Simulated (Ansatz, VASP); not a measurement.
# As (arsenene bilayer, AA') in two plane-wave programs

Aim: how closely do two programs agree when they are given the same cell, functional and k mesh? The cell is taken from a series of runs on this material, whose earlier steps may have relaxed, scaled, displaced or heated it; both programs get it as it stands.

Main program and level: Ansatz 0.2.0; plane waves, with VASP 6.6.1 beside it; single point at PBE with D3(BJ).

## 1. The starting structure

The cell holds 4 atoms: 4 As. Its edges and angles: a = 3.569 Å, b = 3.569 Å, c = 24.640 Å, α = 90.0°, β = 90.0°, γ = 120.0°. Vacuum lies along c.

## 2. Ansatz: single point, PBE with D3(BJ)

Ansatz runs on its PAW soft_1 files.

A single point gives forces, pressure and levels at one fixed geometry, so differences don't come from the geometry; what else differs is listed under the comparison.

Contents of input.yaml:

```yaml
crystal:
  lattice:
    - [3.5693570726, 0.0, 0.0]
    - [-1.7846785363, 3.0911539001, 0.0]
    - [0.0, 0.0, 24.6401969148]
  atoms:
    - { symbol: As, position: [0.6666666667, 0.3333333333, 0.3652568212] }
    - { symbol: As, position: [0.3333333333, 0.6666666667, 0.4220240449] }
    - { symbol: As, position: [0.3333333333, 0.6666666667, 0.5779759551] }
    - { symbol: As, position: [0.6666666667, 0.3333333333, 0.6347431788] }
kpoints:
  mp_grid: { grid: [18, 18, 1] }
  band_path:
    path: [[0, 0, 0], [0.5, 0, 0], [0.33333333, 0.33333333, 0], [0, 0, 0]]
    npoints: 16
hamiltonian:
  xc: pbe
  dispersion: d3bj
  pseudopotentials: { kind: paw, azcp: { folder: soft_1 } }
scf:
  occupations: { method: fermi_dirac, width: 0.02585 }
  convergence: { dr2_threshold: 1.0e-10 }
efield:
  axis: 3
  dipole_correction: true
  ramp_position: 0.97
  ramp_width: 0.06
  amplitude: 0
output:
  dos: { projected: true, e_range: [-6, 5] }
  bader: true
  write_potential: true
  write_density: true
  volumetric_format: npy
  elf: true
```

The run is started by

```console
> ansatz run input.yaml --threads 4 --pin off --max-ram 6144MiB --backend cpu --events-out ev --progress --plain --runs-dir out
```

Numbers of over 12 decimals in the logs are rounded to 6 here.

Log:

```text
Engine: ansatz 0.2.0, aarch64-unknown-linux-gnu
Pseudopotentials: kind: paw
Pseudopotential: As, paw, valence charge 15, recommended cutoff 420 eV (normal), soft_1/As.paw.azcp
Functional definition: PBE
  parameter kappa = 0.804
  parameter beta = 0.066725
  exchange = pbe_x(kappa = kappa, mu = beta*pi^2/3)
  correlation = pbe_c(beta = beta)
Crystal: 4 atoms, lattice volume = 271.866 Å³
Basis set: ecut = 420 eV, 5237 PW (Γ)
Bands: 36, of which v1, the nominal top of the filled ones, is band 30 counted from 1 (29 counted from 0)
Symmetry: 6 space group operations
k-points: 37 of 324 (time reversal used)
Non-local potential: As, projectors of the file, l = 0: 2, l = 1: 2, l = 2: 3, l = 3: 1
PAW form: soft (Blöchl's): semilocal exchange-correlation on the pseudo side does not see the compensation charge
PAW one-centre angular grid: As, 590 points (default); XC on 64 Gauss nodes
Initial density: superposition of atomic densities (neutral atoms: chi_scale 0, normalization atom)
Initial wavefunctions: pseudopotential atomic-orbital guess
Functional: x = pbe(κ = 0.804, μ = 0.219515), c = pbe(β = 0.066725)
iter 1 solved again at ethr=9.64e-4 eV; its pass at ethr=3.10e-3 eV (dr2=5.78e-1 eV) is discarded
SCF iter   1: F=—  HF=-19425.628165 eV  |F-HF|=—  |Δ(HF+E_count)|=         —  Δρ=1.61e-2  dr2=5.80e-1  ethr=9.64e-4  p=-0.000 e·Å  D=-3.26e-14 V/Å  ΔV_dip=0.00 eV  dr2_dipole=7.78e-12  V_vac-E_F(+/−)=5.27/5.27 eV  ⟨swp⟩=1.0  Hψ=7553  notcnv=0
efield: sawtooth ramp at fractional position 0.9700 (set: `efield.ramp_position`, or a place that a band, a saddle search or an elastic batch's reference lends), width 0.0600; the density the first Hamiltonian is built on has a dipole p = -0.000 e·Å; the dipole correction subtracts the counter field D = -3.26e-14 V/Å, which shifts the + side's vacuum level by +0.00 eV against the − side's; the planar-averaged density in the ramp window peaks in size at 5.4e-8 e/Å³
preconditioner: auto → Resta (q_TF=auto, 2.121 Å⁻¹)  ε∞=2.3  [insulator: Δε(μ)=1.363 eV  Ē_g=8.888 eV  σ=0.026 eV  W_gap=1.00  n_scr=46 (ndim 8)  ℏωp=10.1 eV  f_vac=0.584  D(μ)=0.00/eV (n_scr^D=0)  ε∞_Penn≈2.3  vacuum switching on, ρ_ref=5.7e-3 e/Å³]
SCF iter   2: F=—  HF=-19425.559515 eV  |F-HF|=—  |Δ(HF+E_count)|=   6.87e-2  Δρ=8.81e-3  dr2=1.76e-1  ethr=9.64e-4  p=-0.000 e·Å  D=-8.40e-7 V/Å  ΔV_dip=0.00 eV  dr2_dipole=3.28e-13  V_vac-E_F(+/−)=4.97/4.97 eV  ⟨swp⟩=2.3  Hψ=1577  notcnv=0
SCF iter   3: F=—  HF=-19425.539392 eV  |F-HF|=—  |Δ(HF+E_count)|=   2.01e-2  Δρ=8.48e-4  dr2=4.24e-3  ethr=2.93e-4  p=-0.000 e·Å  D=-6.30e-7 V/Å  ΔV_dip=0.00 eV  dr2_dipole=1.57e-10  V_vac-E_F(+/−)=4.66/4.66 eV  ⟨swp⟩=3.0  Hψ=1973  notcnv=0
SCF iter   4: F=—  HF=-19425.539633 eV  |F-HF|=—  |Δ(HF+E_count)|=   2.42e-4  Δρ=6.18e-4  dr2=3.95e-3  ethr=7.07e-6  p=0.000 e·Å  D=2.36e-6 V/Å  ΔV_dip=-0.00 eV  dr2_dipole=3.17e-10  V_vac-E_F(+/−)=4.60/4.60 eV  ⟨swp⟩=2.3  Hψ=2705  notcnv=0
SCF iter   5: F=—  HF=-19425.539657 eV  |F-HF|=—  |Δ(HF+E_count)|=   2.41e-5  Δρ=2.62e-4  dr2=1.78e-4  ethr=6.59e-6  p=-0.000 e·Å  D=-5.28e-7 V/Å  ΔV_dip=0.00 eV  dr2_dipole=2.21e-11  V_vac-E_F(+/−)=4.63/4.63 eV  ⟨swp⟩=2.0  Hψ=1642  notcnv=0
SCF iter   6: F=—  HF=-19425.539757 eV  |F-HF|=—  |Δ(HF+E_count)|=   9.99e-5  Δρ=8.66e-5  dr2=2.98e-5  ethr=2.97e-7  p=0.000 e·Å  D=2.42e-7 V/Å  ΔV_dip=-0.00 eV  dr2_dipole=9.81e-12  V_vac-E_F(+/−)=4.63/4.63 eV  ⟨swp⟩=2.0  Hψ=2433  notcnv=0
SCF iter   7: F=—  HF=-19425.539785 eV  |F-HF|=—  |Δ(HF+E_count)|=   2.75e-5  Δρ=2.12e-5  dr2=1.88e-6  ethr=4.97e-8  p=-0.000 e·Å  D=-2.39e-6 V/Å  ΔV_dip=0.00 eV  dr2_dipole=3.86e-10  V_vac-E_F(+/−)=4.62/4.62 eV  ⟨swp⟩=2.0  Hψ=2442  notcnv=0
SCF iter   8: F=—  HF=-19425.539796 eV  |F-HF|=—  |Δ(HF+E_count)|=   1.08e-5  Δρ=4.43e-6  dr2=6.82e-8  ethr=3.13e-9  p=0.000 e·Å  D=8.97e-6 V/Å  ΔV_dip=-0.00 eV  dr2_dipole=5.75e-9  V_vac-E_F(+/−)=4.62/4.62 eV  ⟨swp⟩=2.0  Hψ=2436  notcnv=0
SCF iter   9: F=—  HF=-19425.539796 eV  |F-HF|=—  |Δ(HF+E_count)|=   1.26e-7  Δρ=2.38e-6  dr2=1.13e-7  ethr=1.14e-10  p=-0.000 e·Å  D=-2.38e-5 V/Å  ΔV_dip=0.00 eV  dr2_dipole=4.06e-8  V_vac-E_F(+/−)=4.62/4.62 eV  ⟨swp⟩=3.0  Hψ=2758  notcnv=0
SCF iter  10: F=—  HF=-19425.539796 eV  |F-HF|=—  |Δ(HF+E_count)|=   1.30e-8  Δρ=5.41e-7  dr2=2.78e-9  ethr=1.14e-10  p=0.000 e·Å  D=3.24e-6 V/Å  ΔV_dip=-0.00 eV  dr2_dipole=7.60e-10  V_vac-E_F(+/−)=4.62/4.62 eV  ⟨swp⟩=2.0  Hψ=1473  notcnv=0
SCF iter  11: F=-19425.539796 eV  HF=-19425.539796 eV  |F-HF|=1.09e-11  |Δ(HF+E_count)|=   1.90e-9  Δρ=9.97e-8  dr2=6.27e-11  ethr=1.00e-12  p=0.000 e·Å  D=4.23e-7 V/Å  ΔV_dip=-0.00 eV  dr2_dipole=1.14e-11  V_vac-E_F(+/−)=4.62/4.62 eV  ⟨swp⟩=2.0  Hψ=3941  notcnv=0
SCF 1 converged in 11 iterations: F = -19425.539796 eV  dr2 = 6.27e-11
  greatest PAW one-centre occupation: 0.999 electrons in one spin orbital (limit 2), on the As atom at site 0 (counted from 0), in its partial waves of l = 2
NSCF: frozen V_eff on 49 k-points
efield: sawtooth ramp at fractional position 0.9700 (kept from the solve that this one continues, or follows in the run), width 0.0600; the density the first Hamiltonian is built on has a dipole p = 0.000 e·Å; the dipole correction subtracts the counter field D = 4.23e-7 V/Å, which shifts the + side's vacuum level by -0.00 eV against the − side's; the planar-averaged density in the ramp window peaks in size at 6.4e-8 e/Å³
WARN: The output density's exchange-correlation potential varies sharply where the density is thin. Do not read a vacuum level from v_tot or v_xc, or from such a field of the output density. On a cell that repeats whose density bears no net charge and no dipole along the vacuum's axis use v_es (v_loc + v_h of the components); under efield.dipole_correction with no amplitude use v_es + v_field, which holds any externa [...]
SCF converged after 11 iterations
Free energy (F): -19425.539796 eV
Harris-Foulkes:  -19425.539796 eV  (|F-HF|=1.09e-11)
Internal energy: -19425.539796 eV  (E = F + TS)
E sigma→0 (E₀):  -19425.539796 eV
Fermi energy:    -0.001758 eV
Dipole field:    D = -0.000003 V/Å  (p = -0.000005 e·Å, saw-weighted, corrected)
Work function:   Φ+ = 4.6228 eV   Φ− = 4.6227 eV
Levels:          The Fermi level and band energies are counted from a zero that moves with the ramp; work functions are not
--- Per-component energies (eV) ---
  E_band       = -1552.232800
  E_kinetic    = 385.549013
  E_local      = -55499.698196  (includes V_loc(G=0)·N_el)
  E_nonlocal   = -1571.912127
  E_hartree    = 27937.391653
  E_xc         = -279.658403
  E_vxc        = -292.046440  (∫ρ·V_xc dr)
  E_paw        = -8053.431133  (= ΣΔE_a)
  E_vpaw       = -448.908504  (= ΣTr[D̂ρ^β])
  E_aug_tail   = -0.000027  (compensation charges beyond the density's cutoff)
  E_efield     = 0.000000  (sawtooth field / dipole correction)
  E_vefield    = 0.000000  (∫n·V_field dr)
  E_ewald      = 17657.233437
  E_disp       = -1.014014  (pairwise vdW)
  E_smearing   = -0.000000  (= −TS)
  E_closure    = 0.000000  (closes the sum)
  Σ components = -19425.539796   (vs F -19425.539796, Δ=0.00e0)
--- Band table (eV; the first three rows and the last of 37) ---
  k-point 0: bands = [... 26 lower, -0.6656, -0.6656, -0.6358, -0.6358, 1.2779, 1.6886, 2.8162, 2.8162, ... 2 higher]
  k-point 1: bands = [... 26 lower, -1.1303, -0.7725, -0.7662, -0.7362, 1.6744, 2.0433, 2.7130, 2.8187, ... 2 higher]
  k-point 2: bands = [... 26 lower, -1.7392, -1.0239, -0.9935, -0.7437, 1.8951, 2.1226, 2.8621, 3.1582, ... 2 higher]
  k-point 36: bands = [... 26 lower, -3.1031, -2.8331, -2.7181, -2.4865, 0.9750, 1.3993, 3.4358, 3.4451, ... 2 higher]
--- Bader charges: 4 sites ---
  site symbol  charge [e]  shift [e]
     0     As     -0.0017     0.0000
     1     As      0.0017     0.0000
     2     As      0.0017     0.0000
     3     As     -0.0017     0.0000
  estimated error of the sums over rays = 1.4e-4 e
```

## 3. VASP: single point, PBE with D3(BJ)

The same cell, functional, mesh and smearing now go to VASP, with its own data sets.

Lines of VASP's logs that name or quote its potential files are left out, and so is its time.

Contents of INCAR:

```
SYSTEM = As
PREC = Accurate
ENCUT = 400
EDIFF = 1E-06
NELM = 120
ISMEAR = -1
SIGMA = 0.02585
LREAL = .FALSE.
ALGO = Normal
GGA = PE
IVDW = 12
NBANDS = 16
LORBIT = 11
LWAVE = .FALSE.
LCHARG = .FALSE.
ISIF = 2
LDIPOL = .TRUE.
IDIPOL = 3
DIPOL = 0.5 0.5 0.5
LVHAR = .TRUE.
LASPH = .TRUE.
GGA_COMPAT = .FALSE.
EFERMI = MIDGAP
NELMDL = -8
```

Contents of POSCAR:

```
As
1.0
    3.5693570726      0.0000000000      0.0000000000
   -1.7846785363      3.0911539001      0.0000000000
    0.0000000000      0.0000000000     24.6401969148
As
4
Direct
    0.6666666667      0.3333333333      0.3652568212
    0.3333333333      0.6666666667      0.4220240449
    0.3333333333      0.6666666667      0.5779759551
    0.6666666667      0.3333333333      0.6347431788
```

Contents of KPOINTS:

```
Automatic mesh
0
Gamma
18 18 1
0 0 0
```

The projector-augmented-wave data sets are As (PBE family, release 64).

The run is started by

```console
> mpirun -np 1 vasp_std
```

Log:

```text
[banner, memory and clock lines left out]
running    1 mpi-ranks, on    1 nodes
 distrk:  each k-point on    1 cores,    1 groups
 distr:  one band on    1 cores,    1 groups

 POSCAR found type information on POSCAR As
 POSCAR found :  1 types and       4 ions
 LDA part: xc-table for (Slater+PW92), standard interpolation
 POSCAR, INCAR and KPOINTS ok, starting setup
 FFT: planning ... GRIDC
 FFT: planning ... GRID_SOFT
 FFT: planning ... GRID
 WAVECAR not read
 entering main loop
       N       E                     dE             d eps       ncg     rms          rms(c)
DAV:   1     0.110903991402E+03    0.11090E+03   -0.57482E+03  1184   0.733E+02
DAV:   2    -0.735046006404E+01   -0.11825E+03   -0.11421E+03  1728   0.142E+02
DAV:   3    -0.185228081447E+02   -0.11172E+02   -0.11129E+02  1712   0.526E+01
DAV:   4    -0.187438721305E+02   -0.22106E+00   -0.22069E+00  1584   0.878E+00
DAV:   5    -0.187480837245E+02   -0.42116E-02   -0.42113E-02  1552   0.109E+00
DAV:   6    -0.187482258529E+02   -0.14213E-03   -0.14213E-03  1680   0.197E-01
DAV:   7    -0.187482307033E+02   -0.48504E-05   -0.48504E-05  1584   0.295E-02
DAV:   8    -0.187482309421E+02   -0.23883E-06   -0.23880E-06  1448   0.627E-03    0.475E+00
DAV:   9    -0.186672849440E+02    0.80946E-01   -0.44299E-02  1464   0.102E+00    0.282E+00
DAV:  10    -0.186242044914E+02    0.43080E-01   -0.91109E-02  1552   0.151E+00    0.168E-01
DAV:  11    -0.186252515373E+02   -0.10470E-02   -0.31234E-03  1448   0.296E-01    0.460E-02
DAV:  12    -0.186252993192E+02   -0.47782E-04   -0.25136E-04  1656   0.890E-02    0.254E-02
DAV:  13    -0.186253185013E+02   -0.19182E-04   -0.14849E-04  1512   0.523E-02    0.104E-02
DAV:  14    -0.186253369408E+02   -0.18439E-04   -0.48224E-06  1456   0.106E-02    0.590E-03
DAV:  15    -0.186254276235E+02   -0.90683E-04   -0.24936E-05  1400   0.183E-02    0.228E-03
DAV:  16    -0.186254645144E+02   -0.36891E-04   -0.56594E-06  1512   0.741E-03    0.173E-03
DAV:  17    -0.186254877450E+02   -0.23231E-04   -0.29542E-06  1440   0.618E-03    0.998E-04
DAV:  18    -0.186254922028E+02   -0.44578E-05   -0.18985E-07  1232   0.168E-03    0.446E-04
DAV:  19    -0.186254980755E+02   -0.58727E-05   -0.42353E-07  1216   0.150E-03    0.376E-04
DAV:  20    -0.186254999458E+02   -0.18703E-05   -0.10788E-07  1136   0.713E-04    0.176E-04
DAV:  21    -0.186255037895E+02   -0.38437E-05   -0.14804E-07   944   0.899E-04    0.122E-04
DAV:  22    -0.186255046130E+02   -0.82351E-06   -0.19349E-08   928   0.347E-04
   1 F= -.19639395E+02 E0= -.19639395E+02  d E =-.156830E-11
```

From OUTCAR (step 3):

```text
ion  position               nearest neighbor table
   1  0.667  0.333  0.365-   2 2.49   2 2.49   2 2.49
   2  0.333  0.667  0.422-   1 2.49   1 2.49   1 2.49
   3  0.333  0.667  0.578-   4 2.49   4 2.49   4 2.49
   4  0.667  0.333  0.635-   3 2.49   3 2.49   3 2.49

  LATTYP: Found a hexagonal cell.
 ALAT       =     3.5693570726
 C/A-ratio  =     6.9032591623

 Subroutine GETGRP returns: Found 12 space group operations
 (whereof 12 operations were pure point group operations)

The static configuration has the point symmetry D_3h.

 Found     37 irreducible k-points:

   k-points           NKPTS =     37   k-points in BZ     NKDIM =     37   number of bands    NBANDS=     16

   dimension x,y,z NGX =    24 NGY =   24 NGZ =  162
   dimension x,y,z NGXF=    48 NGYF=   48 NGZF=  324

   ENCUT  =  400.0 eV  29.40 Ry    5.42 a.u.   5.82  5.82 40.18*2*pi/ulx,y,z

   NELECT =      20.0000    total number of electrons

 k-points in reciprocal lattice and weights: Automatic mesh
   0.00000000  0.00000000  0.00000000       0.003
   0.05555556 -0.00000000  0.00000000       0.019
   0.11111111 -0.00000000  0.00000000       0.019
   0.16666667  0.00000000  0.00000000       0.019
   0.22222222 -0.00000000  0.00000000       0.019
   0.27777778 -0.00000000  0.00000000       0.019
   0.33333333 -0.00000000  0.00000000       0.019
   0.38888889 -0.00000000  0.00000000       0.019
   0.44444444 -0.00000000  0.00000000       0.019
[...]
0.33333333  0.27777778  0.00000000       0.037
   0.33333333  0.33333333  0.00000000       0.006

 dipolmoment           0.000000      0.000000      0.000000 electrons x Angstroem

 average (electrostatic) potential at core
       1 -56.4778       2 -56.4803       3 -56.4803       4 -56.4778

 E-fermi :  -1.5249

 k-point     1 :       0.0000    0.0000    0.0000
  band No.  band energies     occupation
    ...
      6      -2.3334      2.00000
      7      -2.1920      2.00000
      8      -2.1920      2.00000
      9      -2.1625      2.00000
     10      -2.1625      2.00000
     11      -0.2583      0.00000
     12       0.1471      0.00000
     13       1.3001      0.00000
     14       1.3001      0.00000
     15       1.3727      0.00000
    ...

 k-point     2 :       0.0556   -0.0000    0.0000
  band No.  band energies     occupation
    ...
      6      -2.6803      2.00000
      7      -2.6570      2.00000
      8      -2.2928      2.00000
      9      -2.2744      2.00000
     10      -2.2631      2.00000
     11       0.1415      0.00000
     12       0.5054      0.00000
     13       1.1975      0.00000
     14       1.3015      0.00000
     15       1.4008      0.00000
    ...

 k-point     3 :       0.1111   -0.0000    0.0000
  band No.  band energies     occupation
    ...
      6      -3.5209      2.00000
      7      -3.2438      2.00000
      8      -2.5510      2.00000
      9      -2.5208      2.00000
     10      -2.2425      2.00000
     11       0.3713      0.00000
     12       0.5975      0.00000
     13       1.3439      0.00000
     14       1.6450      0.00000
     15       1.6465      0.00000
    ...

 Edisp (eV)   -1.01389

  Total       0.15167     0.15167     0.24083     0.00000     0.00000    -0.00000
  in kB       0.89382     0.89382     1.41925     0.00000     0.00000    -0.00000
  external pressure =        1.07 kB  Pullay stress =        0.00 kB

  energy-cutoff  :      400.00
  volume of cell :      271.87
      direct lattice vectors                 reciprocal lattice vectors
     3.569357073  0.000000000  0.000000000     0.280162500  0.161751895  0.000000000
    -1.784678536  3.091153900  0.000000000     0.000000000  0.323503789  0.000000000
     0.000000000  0.000000000 24.640196915     0.000000000  0.000000000  0.040584091

 POSITION                                       TOTAL-FORCE (eV/Angst)
 -----------------------------------------------------------------------------------
      1.78468      1.03038      9.00000        -0.000000     -0.000000     -0.091837
     -0.00000      2.06077     10.39876         0.000000      0.000000      0.091010
     -0.00000      2.06077     14.24144         0.000000      0.000000     -0.091010
      1.78468      1.03038     15.64020        -0.000000     -0.000000      0.091837
 -----------------------------------------------------------------------------------
    total drift:                                0.000000     -0.000000      0.000000

  FREE ENERGIE OF THE ION-ELECTRON SYSTEM (eV)
  ---------------------------------------------------
  free  energy   TOTEN  =       -19.6393952819 eV

  energy  without entropy=      -19.6393952819  energy(sigma->0) =      -19.63939528

 vacuum level on the upper side and lower side of the slab         3.119         3.119

 total charge
# of ion       s       p       d       tot
------------------------------------------
    1        1.294   1.381   0.044   2.719
    2        1.297   1.380   0.044   2.721
    3        1.297   1.380   0.044   2.721
    4        1.294   1.381   0.044   2.719
--------------------------------------------------
tot          5.183   5.522   0.175  10.879

[... 3 further parts left out ...]
```

## 4. Differences

Known differences besides the potentials themselves: the data sets hold 60 valence electrons in Ansatz (on its PAW soft_1 files) and 20 in VASP; the cutoff is 420 eV in Ansatz and 400 eV in VASP. Total energies have different zeros and are not compared.

Compared:

```
              quantity  Ansatz   VASP  difference
gap on the k mesh (eV)   1.269  1.275      -0.006
```

A gap on the mesh is an upper bound, since the band edges may lie between its points. With vacuum in the cell, a pressure given here is an average over mostly empty space and none of the material.

## 5. Results

| Item | Value |
| --- | --- |
| difference in gap on the k mesh (single point, PBE with D3(BJ)) | -0.0061 eV |

In words: The difference in gap on the k mesh is -0.0061 eV (single point, PBE with D3(BJ)), within the 0.08 eV picked in this series as the mark of a large difference. The data sets hold unlike numbers of valence electrons (60 in Ansatz and 20 in VASP), so part of the differences comes from the potentials. Such differences can come from data sets, numerical settings and the points named under the comparisons, not from the functional's error against experiment.

[Lines on the potential files, build, host, timing and source positions are cut from VASP's logs without a mark.]

[Logs are printed without paths, hosts, clocks, repeated set-up lines and the standing remarks that a program may print on its own settings, such as how far it seeks lower states.]

[Hosts, paths, dates, database ids (printed as entryN), source tags and the programs' standing remarks are cut or masked in the printed files.]
